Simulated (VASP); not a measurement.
**Lattice of Pt (Platinum), functional by functional**

Aim: relax Pt (Platinum) at several levels of theory and compare the cells. The starting structure is a measured crystal structure from the Crystallography Open Database.

Program: VASP 6.6.1. Level of theory: Kohn-Sham DFT with plane waves and PAW; PBEsol, LDA, PBE, PBEsol + D3(BJ), r2SCAN, r2SCAN + rVV10, optB86b-vdW and TPSS. Results are calculated unless marked as measured.

## 1. Set-up

Symmetry: Fm-3m, No. 225, cubic system. Conventional cell: a = 3.923 Å, b = 3.923 Å, c = 3.923 Å, α = 90.00°, β = 90.00°, γ = 90.00°. Pt has 12 Pt at 2.77 Å nearest.

Structure file:

```xyz
1
Lattice="0.0000 1.9615 1.9615 1.9615 0.0000 1.9615 1.9615 1.9615 0.0000" Properties=species:S:1:pos:R:3 pbc="T T T"
Pt    0.0000    0.0000    0.0000
```

## 2. Relaxation with PBEsol

PBEsol restores the gradient expansion of exchange and is tuned for the cells of solids.

Input file INCAR:

```
SYSTEM = Pt
PREC = Accurate
ENCUT = 450
EDIFF = 1E-06
NELM = 100
ISMEAR = 1
SIGMA = 0.1
LREAL = .FALSE.
ALGO = Normal
GGA = PS
NBANDS = 11
LORBIT = 11
LWAVE = .FALSE.
LCHARG = .FALSE.
KPAR = 2
IBRION = 2
NSW = 50
ISIF = 3
EDIFFG = -0.01
```

Input file POSCAR:

```
Pt
1.0
    0.0000000000      1.9615500000      1.9615500000
    1.9615500000      0.0000000000      1.9615500000
    1.9615500000      1.9615500000      0.0000000000
Pt
1
Direct
    0.0000000000      0.0000000000      0.0000000000
```

Input file KPOINTS:

```
Automatic mesh
0
Gamma
12 12 12
0 0 0
```

PAW data sets: Pt (PBE family, release 64).

Command:

```console
mpirun -np 2 vasp_std
```

Log:

```text
[banner, memory and clock lines left out]
running    2 mpi-ranks, on    1 nodes
 distrk:  each k-point on    1 cores,    2 groups
 distr:  one band on    1 cores,    1 groups

 POSCAR found type information on POSCAR Pt
 POSCAR found :  1 types and       1 ions
|                                                                             |
|               ----> ADVICE to this user running VASP <----                  |
|                                                                             |
|     You enforced a specific xc type in the INCAR file but a different       |
|     [... a line on the potential file left out ...]
|     I HOPE YOU KNOW WHAT YOU ARE DOING!                                     |
|                                                                             |

 LDA part: xc-table for (Slater+PW92), standard interpolation
 POSCAR, INCAR and KPOINTS ok, starting setup
 FFT: planning ... GRIDC
 FFT: planning ... GRID_SOFT
 FFT: planning ... GRID
 WAVECAR not read
 entering main loop
       N       E                     dE             d eps       ncg     rms          rms(c)
DAV:   1     0.335625702214E+02    0.33563E+02   -0.49037E+03  1656   0.745E+02
DAV:   2    -0.692428407463E+01   -0.40487E+02   -0.38894E+02  1818   0.165E+02
DAV:   3    -0.741231807646E+01   -0.48803E+00   -0.48557E+00  1845   0.171E+01
DAV:   4    -0.741429808699E+01   -0.19800E-02   -0.19799E-02  1835   0.128E+00
DAV:   5    -0.741431384666E+01   -0.15760E-04   -0.15759E-04  1851   0.106E-01    0.133E+01
DAV:   6    -0.701187929154E+01    0.40243E+00   -0.91708E-01  1695   0.758E+00    0.677E+00
DAV:   7    -0.696826406742E+01    0.43615E-01   -0.16657E-01  1821   0.307E+00    0.258E+00
DAV:   8    -0.696460542219E+01    0.36586E-02   -0.13105E-02  1731   0.101E+00    0.851E-01
DAV:   9    -0.696382704575E+01    0.77838E-03   -0.15174E-03  1746   0.332E-01    0.219E-02
DAV:  10    -0.696383220994E+01   -0.51642E-05   -0.12338E-05  1942   0.277E-02    0.611E-03
DAV:  11    -0.696383293043E+01   -0.72050E-06   -0.16064E-07  1002   0.390E-03
   1 F= -.69638329E+01 E0= -.69630873E+01  d E =-.696383E+01
 curvature:   0.00 expect dE= 0.000E+00 dE for cont linesearch  0.000E+00
 trial: gam= 0.00000 g(F)=  0.147E-64 g(S)=  0.193E-02 ort = 0.000E+00 (trialstep = 0.100E+01)
 search vector abs. value=  0.193E-02
 bond charge predicted
       N       E                     dE             d eps       ncg     rms          rms(c)
DAV:   1    -0.698710729112E+01   -0.23275E-01   -0.50073E-01  1638   0.658E+00    0.114E+00
DAV:   2    -0.696305052841E+01    0.24057E-01   -0.62024E-02  1611   0.192E+00    0.414E-01
DAV:   3    -0.696186417967E+01    0.11863E-02   -0.57000E-03  1818   0.540E-01    0.229E-01
DAV:   4    -0.696198947279E+01   -0.12529E-03   -0.35461E-04  1731   0.147E-01    0.374E-02
DAV:   5    -0.696197818476E+01    0.11288E-04   -0.33875E-05  1728   0.500E-02    0.554E-03
DAV:   6    -0.696197953066E+01   -0.13459E-05   -0.42810E-07  1399   0.502E-03    0.583E-04
DAV:   7    -0.696197954468E+01   -0.14023E-07   -0.50156E-08   867   0.178E-03
   2 F= -.69619795E+01 E0= -.69611922E+01  d E =0.185339E-02
 trial-energy change:    0.001853  1 .order    0.001903   -0.001935    0.005741
 step:   0.2596(harm=  0.2520)  dis= 0.00000  next Energy=    -6.964085 (dE=-0.252E-03)
 bond charge predicted
       N       E                     dE             d eps       ncg     rms          rms(c)
DAV:   1    -0.697725278738E+01   -0.15273E-01   -0.27056E-01  1629   0.488E+00    0.799E-01
DAV:   2    -0.696481789997E+01    0.12435E-01   -0.33426E-02  1611   0.139E+00    0.334E-01
DAV:   3    -0.696405821406E+01    0.75969E-03   -0.33989E-03  1794   0.423E-01    0.175E-01
DAV:   4    -0.696408779469E+01   -0.29581E-04   -0.12369E-04  1730   0.754E-02    0.909E-03
DAV:   5    -0.696408850820E+01   -0.71351E-06   -0.23284E-06  1919   0.109E-02
   3 F= -.69640885E+01 E0= -.69633335E+01  d E =-.255578E-03
 curvature:  -0.13 expect dE=-0.318E-06 dE for cont linesearch -0.318E-06
 trial: gam= 0.00000 g(F)=  0.366E-65 g(S)=  0.252E-05 ort =-0.699E-04 (trialstep = 0.852E+00)
 search vector abs. value=  0.252E-05
 reached required accuracy - stopping structural energy minimisation
```

The job ended after 4.2 s (2 MPI ranks of Intel Xeon 6975P-C (Granite Rapids), shared host; peak memory 0.25 GiB).

Lines that name or quote the potential files are left out of all logs, and their timing lines are given in words.

From OUTCAR (step 2):

```text
ion  position               nearest neighbor table
   1  0.000  0.000  0.000-

  LATTYP: Found a face centered cubic cell.
 ALAT       =     3.9231000000

 Subroutine GETGRP returns: Found 48 space group operations
 (whereof 48 operations were pure point group operations)

The static configuration has the point symmetry O_h .

 Found     72 irreducible k-points:

   k-points           NKPTS =     72   k-points in BZ     NKDIM =     72   number of bands    NBANDS=     11

   dimension x,y,z NGX =    20 NGY =   20 NGZ =   20
   dimension x,y,z NGXF=    40 NGYF=   40 NGZF=   40

   ENCUT  =  450.0 eV  33.07 Ry    5.75 a.u.   4.80  4.80  4.80*2*pi/ulx,y,z

   NELECT =      10.0000    total number of electrons

 k-points in reciprocal lattice and weights: Automatic mesh
   0.00000000  0.00000000  0.00000000       0.001
   0.08333333  0.00000000  0.00000000       0.005
   0.16666667  0.00000000  0.00000000       0.005
   0.25000000  0.00000000  0.00000000       0.005
   0.33333333  0.00000000  0.00000000       0.005
   0.41666667  0.00000000  0.00000000       0.005
   0.50000000  0.00000000  0.00000000       0.002
   0.08333333  0.08333333  0.00000000       0.003
   0.16666667  0.08333333  0.00000000       0.014
[...]
-0.33333333  0.50000000  0.16666667       0.007
  -0.25000000  0.50000000  0.25000000       0.003

 average (electrostatic) potential at core
       1 -62.7508

 E-fermi :  11.1866

 k-point     1 :       0.0000    0.0000    0.0000
  band No.  band energies     occupation
    ...
      2       7.3431      2.00000
      3       7.3431      2.00000
      4       7.3431      2.00000
      5       9.5426      2.00000
      6       9.5426      2.00000
      7      25.7755      0.00000
      8      30.7524      0.00000
      9      30.7524      0.00000
     10      30.7524      0.00000
     11      36.0600      0.00000

 k-point     2 :       0.0833    0.0000    0.0000
  band No.  band energies     occupation
    ...
      2       7.2205      2.00000
      3       7.4518      2.00000
      4       7.4518      2.00000
      5       9.4835      2.00000
      6       9.4835      2.00000
      7      26.2056      0.00000
      8      29.4160      0.00000
      9      31.1824      0.00000
     10      31.1824      0.00000
     11      37.4419      0.00000

 k-point     3 :       0.1667    0.0000    0.0000
  band No.  band energies     occupation
    ...
      2       6.9744      2.00000
      3       7.6743      2.00000
      4       7.6743      2.00000
      5       9.4337      2.00000
      6       9.4337      2.00000
      7      27.0441      0.00000
      8      27.2093      0.00000
      9      32.3783      0.00000
     10      32.3783      0.00000
     11      36.1025      0.00000

  Total        0.0041760      0.0041760      0.0041760      0.0000000      0.0000000      0.0000000
  in kB        0.4451782      0.4451782      0.4451782      0.0000000      0.0000000      0.0000000
  external PRESSURE =       0.4451782 kB  Pullay stress =       0.0000000 kB

  energy-cutoff  :      450.00
  volume of cell :       15.03
      direct lattice vectors                 reciprocal lattice vectors
    -0.000000000  1.958710164  1.958710164    -0.255270029  0.255270029  0.255270029
     1.958710164 -0.000000000  1.958710164     0.255270029 -0.255270029  0.255270029
     1.958710164  1.958710164 -0.000000000     0.255270029  0.255270029 -0.255270029

 POSITION                                       TOTAL-FORCE (eV/Angst)
 -----------------------------------------------------------------------------------
      0.00000     -0.00000      0.00000         0.000000      0.000000      0.000000
 -----------------------------------------------------------------------------------
    total drift:                                0.000000      0.000000      0.000000

  FREE ENERGIE OF THE ION-ELECTRON SYSTEM (eV)
  ---------------------------------------------------
  free  energy   TOTEN  =        -6.9640885082 eV

  energy  without entropy=       -6.9618236121  energy(sigma->0) =       -6.96333354

 reached required accuracy - stopping structural energy minimisation

 total charge
# of ion       s       p       d       tot
------------------------------------------
    1        0.632   0.615   8.045   9.293

[... 3 further parts left out ...]
```

CONTCAR:

```
Pt
   1.00000000000000
    -0.0000000000000000    1.9587101641769848    1.9587101641769848
     1.9587101641769848   -0.0000000000000000    1.9587101641769848
     1.9587101641769848    1.9587101641769848   -0.0000000000000000
  Pt
     1
Direct
     0.0000000000000000    0.0000000000000000    0.0000000000000000
```

The PAW data sets were made with PBE, which is usual practice but a small mismatch for other functionals. The run keeps the 48 symmetry operations of its start, so it cannot find a distortion of lower symmetry.

With PBEsol the relaxed cell holds 15.029 Å³ an atom, -0.43 % against the measured cell, with a = 3.917 Å.

## 3. Relaxation with LDA

LDA, the lowest rung, knows the local density alone.

INCAR, as its differences from that of step 2:

```diff
@@ -9,3 +9,3 @@
 ALGO = Normal
-GGA = PS
+GGA = CA
 NBANDS = 11
```

POSCAR is that of step 2.

KPOINTS is that of step 2.

The projector-augmented-wave data sets are Pt (LDA family, release 64).

Command:

```console
mpirun -np 2 vasp_std
```

Log:

```text
[banner, memory and clock lines left out]
running    2 mpi-ranks, on    1 nodes
[...]
LDA part: xc-table for (Slater(with rela. corr.)+CA(PZ))
 , standard interpolation
 POSCAR, INCAR and KPOINTS ok, starting setup
[...]
entering main loop
       N       E                     dE             d eps       ncg     rms          rms(c)
DAV:   1     0.332896588081E+02    0.33290E+02   -0.49016E+03  1656   0.744E+02
DAV:   2    -0.744068279207E+01   -0.40730E+02   -0.39139E+02  1821   0.166E+02
DAV:   3    -0.793417633234E+01   -0.49349E+00   -0.49089E+00  1845   0.172E+01
DAV:   4    -0.793618079220E+01   -0.20045E-02   -0.20043E-02  1827   0.129E+00
[...]
DAV:   9    -0.750188577803E+01    0.49513E-03   -0.96969E-04  1746   0.270E-01    0.110E-02
DAV:  10    -0.750188975703E+01   -0.39790E-05   -0.83106E-06  1920   0.215E-02    0.385E-03
DAV:  11    -0.750189001883E+01   -0.26179E-06   -0.21095E-07   999   0.453E-03
   1 F= -.75018900E+01 E0= -.75011758E+01  d E =-.750189E+01
[... from here on, the cycles between the ionic steps are left out ...]
   2 F= -.74573677E+01 E0= -.74565189E+01  d E =0.445223E-01
   3 F= -.75069498E+01 E0= -.75062076E+01  d E =-.505975E-02
   4 F= -.75069522E+01 E0= -.75062091E+01  d E =-.506216E-02
[...]
reached required accuracy - stopping structural energy minimisation
```

The job ended after 4.8 s (2 MPI ranks; peak memory 0.25 GiB; 8.6 s of CPU time).

From OUTCAR (step 3):

```text
  Total       -0.0007750     -0.0007750     -0.0007750      0.0000000     -0.0000000      0.0000000
  in kB       -0.0838420     -0.0838420     -0.0838420      0.0000000     -0.0000000      0.0000000
  external PRESSURE =      -0.0838420 kB  Pullay stress =       0.0000000 kB

 POSITION                                       TOTAL-FORCE (eV/Angst)
 -----------------------------------------------------------------------------------
      3.89820      1.94910      1.94910         0.000000      0.000000      0.000000
 -----------------------------------------------------------------------------------
    total drift:                               -0.000000     -0.000000      0.000000

  FREE ENERGIE OF THE ION-ELECTRON SYSTEM (eV)
  ---------------------------------------------------
  free  energy   TOTEN  =        -7.5069521817 eV

  energy  without entropy=       -7.5047230840  energy(sigma->0) =       -7.50620915

[... 2 parts as in an earlier step ...]

[... 2 further parts left out ...]
[key lines of the parts left out:]
E-fermi :  11.5232
```

With LDA the relaxed cell holds 14.809 Å³ an atom, -1.89 % against the measured cell, with a = 3.898 Å. That is -1.46 % from PBEsol.

## 4. Relaxation with PBE

PBE, the usual starting point, adds the gradient of the density. This run starts from the cell of an earlier relaxation, which isn't shown; the restart sets up the plane waves anew.

INCAR, as its differences from that of step 3:

```diff
@@ -9,3 +9,3 @@
 ALGO = Normal
-GGA = CA
+GGA = PE
 NBANDS = 11
```

Input file POSCAR:

```
Pt
1.0
    0.0000000000      1.9844852411      1.9844852411
    1.9844852411      0.0000000000      1.9844852411
    1.9844852411      1.9844852411      0.0000000000
Pt
1
Direct
    0.0000000000      0.0000000000      0.0000000000
```

KPOINTS is that of step 3.

PAW data sets: Pt (PBE family, release 64).

Command:

```console
mpirun -np 2 vasp_std
```

Log:

```text
[banner, memory and clock lines left out]
running    2 mpi-ranks, on    1 nodes
[...]
LDA part: xc-table for (Slater+PW92), standard interpolation
 POSCAR, INCAR and KPOINTS ok, starting setup
[...]
entering main loop
       N       E                     dE             d eps       ncg     rms          rms(c)
DAV:   1     0.342628943405E+02    0.34263E+02   -0.48082E+03  1664   0.736E+02
DAV:   2    -0.598945847502E+01   -0.40252E+02   -0.38311E+02  1790   0.162E+02
DAV:   3    -0.647468547058E+01   -0.48523E+00   -0.48196E+00  1859   0.172E+01
DAV:   4    -0.647662705990E+01   -0.19416E-02   -0.19414E-02  1800   0.126E+00
[...]
DAV:   9    -0.609984045374E+01    0.13702E-03   -0.77668E-05  1776   0.780E-02    0.291E-02
DAV:  10    -0.609984490270E+01   -0.44490E-05   -0.25910E-06  1905   0.128E-02    0.374E-03
DAV:  11    -0.609984487984E+01    0.22859E-07   -0.36575E-08   945   0.168E-03
   1 F= -.60998449E+01 E0= -.60991528E+01  d E =-.609984E+01
[...]
reached required accuracy - stopping structural energy minimisation
```

The job ended after 2.4 s (2 MPI ranks; peak memory 0.24 GiB; 3.7 s of CPU time).

Parts of OUTCAR (step 4):

```text
  Total       -0.0043445     -0.0043445     -0.0043445      0.0000000      0.0000000      0.0000000
  in kB       -0.4453218     -0.4453218     -0.4453218      0.0000000      0.0000000      0.0000000
  external PRESSURE =      -0.4453218 kB  Pullay stress =       0.0000000 kB

 POSITION                                       TOTAL-FORCE (eV/Angst)
 -----------------------------------------------------------------------------------
      0.00000      0.00000      0.00000         0.000000      0.000000      0.000000
 -----------------------------------------------------------------------------------
    total drift:                                0.000000      0.000000      0.000000

  FREE ENERGIE OF THE ION-ELECTRON SYSTEM (eV)
  ---------------------------------------------------
  free  energy   TOTEN  =        -6.0998448798 eV

  energy  without entropy=       -6.0977687352  energy(sigma->0) =       -6.09915283

[... 2 parts as in an earlier step ...]

[... 2 further parts left out ...]
[key lines of the parts left out:]
E-fermi :  10.6055
```

With PBE the relaxed cell holds 15.631 Å³ an atom, +3.55 % against the measured cell, with a = 3.969 Å. That is +4.00 % from PBEsol.

## 5. Relaxation with PBEsol + D3(BJ)

D3 with Becke-Johnson damping keeps a finite attraction at short range. This run starts from the cell of an earlier relaxation, which isn't shown; the restart sets up the plane waves anew.

INCAR, as its differences from that of step 4:

```diff
@@ -9,3 +9,4 @@
 ALGO = Normal
-GGA = PE
+GGA = PS
+IVDW = 12
 NBANDS = 11
```

Input file POSCAR:

```
Pt
1.0
    0.0000000000      1.9408022394      1.9408022394
    1.9408022394      0.0000000000      1.9408022394
    1.9408022394      1.9408022394      0.0000000000
Pt
1
Direct
    0.0000000000      0.0000000000      0.0000000000
```

KPOINTS is that of step 4.

Command:

```console
mpirun -np 2 vasp_std
```

Log:

```text
[banner, memory and clock lines left out]
running    2 mpi-ranks, on    1 nodes
[...]
[... a notice as in an earlier step ...]

 LDA part: xc-table for (Slater+PW92), standard interpolation
 POSCAR, INCAR and KPOINTS ok, starting setup
[...]
entering main loop
       N       E                     dE             d eps       ncg     rms          rms(c)
DAV:   1     0.337743279312E+02    0.33774E+02   -0.50275E+03  1683   0.754E+02
DAV:   2    -0.681780086944E+01   -0.40592E+02   -0.38852E+02  1842   0.164E+02
DAV:   3    -0.739446454814E+01   -0.57666E+00   -0.57566E+00  1863   0.181E+01
DAV:   4    -0.739665746091E+01   -0.21929E-02   -0.21927E-02  1824   0.133E+00
[...]
DAV:   9    -0.695344733569E+01    0.83555E-03   -0.16021E-03  1737   0.345E-01    0.327E-02
DAV:  10    -0.695345246360E+01   -0.51279E-05   -0.12310E-05  1978   0.283E-02    0.643E-03
DAV:  11    -0.695345324628E+01   -0.78268E-06   -0.28571E-07  1011   0.408E-03
   1 F= -.77261417E+01 E0= -.77253150E+01  d E =-.772614E+01
[...]
reached required accuracy - stopping structural energy minimisation
```

The job ended after 2.2 s (2 MPI ranks; peak memory 0.26 GiB).

OUTCAR, selected parts (step 5):

```text
 Edisp (eV)   -0.77269

  Total      -0.00113    -0.00113    -0.00113     0.00000     0.00000    -0.00000
  in kB      -0.12348    -0.12348    -0.12348     0.00000     0.00000    -0.00000
  external pressure =       -0.12 kB  Pullay stress =        0.00 kB

 POSITION                                       TOTAL-FORCE (eV/Angst)
 -----------------------------------------------------------------------------------
      0.00000      0.00000      0.00000        -0.000000     -0.000000      0.000000
 -----------------------------------------------------------------------------------
    total drift:                                0.000000      0.000000      0.000000

  FREE ENERGIE OF THE ION-ELECTRON SYSTEM (eV)
  ---------------------------------------------------
  free  energy   TOTEN  =        -7.7261416730 eV

  energy  without entropy=       -7.7236615536  energy(sigma->0) =       -7.72531497

[... 2 parts as in an earlier step ...]

[... 2 further parts left out ...]
[key lines of the parts left out:]
E-fermi :  11.7294
```

With PBEsol + D3(BJ) the relaxed cell holds 14.621 Å³ an atom, -3.14 % against the measured cell, with a = 3.882 Å. That is -2.72 % from PBEsol.

(Part 1 of 2 ends here.)

[Lines on the potential files, build, host, timing and source positions are cut from VASP's logs without a mark.]

[Logs are printed without paths, hosts, clocks, repeated set-up lines and the standing remarks that a program may print on its own settings, such as how far it seeks lower states.]

[Hosts, paths, dates, database ids (printed as entryN), source tags and the programs' standing remarks are cut or masked in the printed files.]
